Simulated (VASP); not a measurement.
These are PBE GGA with D3 dispersion (Becke-Johnson damping), VASP's PBE PAW potentials (set 64) (plane waves; VASP) values and carry that method's errors.

Input for VASP

File KPOINTS:
```
k-points along high-symmetry lines
15
Line-mode
Reciprocal
  0.000000   0.000000   0.000000 ! GAMMA
  0.500000   0.000000   0.500000 ! X

  0.500000   0.000000   0.500000 ! X
  0.625000   0.250000   0.625000 ! U

  0.375000   0.375000   0.750000 ! K
  0.000000   0.000000   0.000000 ! GAMMA

  0.000000   0.000000   0.000000 ! GAMMA
  0.500000   0.500000   0.500000 ! L

  0.500000   0.500000   0.500000 ! L
  0.500000   0.250000   0.750000 ! W

  0.500000   0.250000   0.750000 ! W
  0.500000   0.000000   0.500000 ! X
```

POSCAR:
```
SnTe
3.1527540
  0.0000000000   1.0000000164   1.0000000164
  1.0000000164   0.0000000000   1.0000000164
  1.0000000164   1.0000000164   0.0000000000
Sn Te
1 1
Cart
  0.0000000000   0.0000000000   0.0000000000
  1.0000000164   1.0000000164   1.0000000164
```

**INCAR**
```
# general
SYSTEM  = SnTe
PREC    = Accurate
ENCUT   = 520   # plane-wave cut-off (eV)
LREAL   = .FALSE.
LASPH   = .TRUE.   # aspherical one-centre terms
ICHARG  = 11

# electronic loop
EDIFF   = 1E-7
NELM    = 100   # most electronic steps
ALGO    = Normal   # blocked Davidson
LMAXMIX = 4   # l cut-off of mixed one-centre charges

# smearing
ISMEAR  = 0   # Gaussian
SIGMA   = 0.05

# functional
GGA     = PE
IVDW    = 12

# output
LWAVE   = .FALSE.
LCHARG  = .FALSE.
LORBIT  = 11   # lm-projected
```

POTCAR, in this order: Sn_d Te (PBE.64 set). Program: vasp_std. Read from the step before: CHGCAR.

### Question
What will the output report for the number of irreducible k-points (NKPTS), largest plane-wave count, number of space-group operations, FFT grid (NGX, NGY, NGZ)?

### Answer

```yaml
number of irreducible k-points (NKPTS): 90
largest_plane_wave_count: 1716
number_of_space_group_operations: 48
FFT grid (NGX, NGY, NGZ): 36 × 36 × 36
```

The compound is SnTe in the rock salt structure, which distorts at low temperature. It was relaxed first.
